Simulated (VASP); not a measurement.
KTaO3: energy against volume

KTaO3 (cubic perovskite, Pm-3m, 13.079 Å³/atom and stress up to 0.22 GPa in the relaxed cell, cube axes along x, y and z) under an equal strain ε along all three axes. PBE in VASP (plane waves, PAW), 600 eV, 8×8×8 Γ-centred mesh, Gaussian smearing 0.05 eV; ions are relaxed, or left where forces stay under 0.02 eV/Å, within the symmetry of each cell.

Here V stands for volume and E for E less E0.

| volume (Å³/atom) | E less E0 (meV/atom) | pressure (GPa) |
|---|---|---|
| 11.9371 | ? | ? |
| 12.3101 | 30.29 | 12.86 |
| 12.4995 | 16.83 | 9.23 |
| 12.6908 | 7.43 | 5.86 |
| 12.8841 | 1.89 | 2.71 |
| 13.0793 | 0.00 | -0.22 |
| 13.2764 | 1.55 | -2.95 |
| 13.4756 | 6.43 | -5.48 |
| 13.6767 | 14.39 | -7.83 |
| 13.8798 | 25.33 | -10.00 |

The 9 complete rows are fitted with the third-order Birch-Murnaghan form, a cubic in V^(-2/3), E against V. With u = V^(-2/3) - 0.180, the rows have u = 0.007568, 0.005669, 0.003798, 0.001955, 0.000140, -0.001647, -0.003409, -0.005145, -0.006855. Least squares gives E = -0.008 - 77.05·u + 533236·u² + 778347·u³. Residuals (row less fit): 0.003, -0.004, -0.004, 0.005, 0.008, -0.012, 0.009, -0.008, 0.003; standard error 0.009 (degrees of freedom: 5). Its minimum lies at u = 0.000072, so V0 = (0.180072)^(-3/2) = 13.09. There d²E/du² = 1067000 and d³E/du³ = 4670000, so B0 = (4/9) × 13.09^(-7/3) × 1067000 × 0.160218 = 188 GPa (the last factor turns the table's units into GPa), and B0' = 4 + (2/3) × 0.180072 × (4670000)/1067000 = 4.5. B0' rests on the cubic coefficient alone and has a standard error of 0.1 from these residuals.

### Question
Estimate the missing E (V = 11.9371); what did the run itself give?

### Answer
u = 0.011455, so E = -0.008 - 77.05 × 0.011455 + 533236 × 0.011455² + 778347 × 0.011455³ = 70.249 meV/atom. The calculation gives 70.18 meV/atom, 0.069 meV/atom below the prediction (0.1 % of the range of E in the table). The row lies outside the fitted rows, so this is an extrapolation. From the scatter of the fitted rows alone, a prediction at this place has a standard error of 0.044 meV/atom, so the miss is 1.6 times that.

The primitive cell can neither tilt nor turn polar against its symmetry, as such crystals can under strain. Other structures, which can take over under pressure, weren't tried. The same form fitted to the pressure column gives B0' = 4.5; series where the two differ by over 0.4 aren't shown. Rows are the converged runs of the series near zero and its far end, less any whose ions stayed unrelaxed beside relaxed ones; series whose fitted rows scatter by over a few per cent of the range, as at a crossing or softening among them, aren't shown in this form.
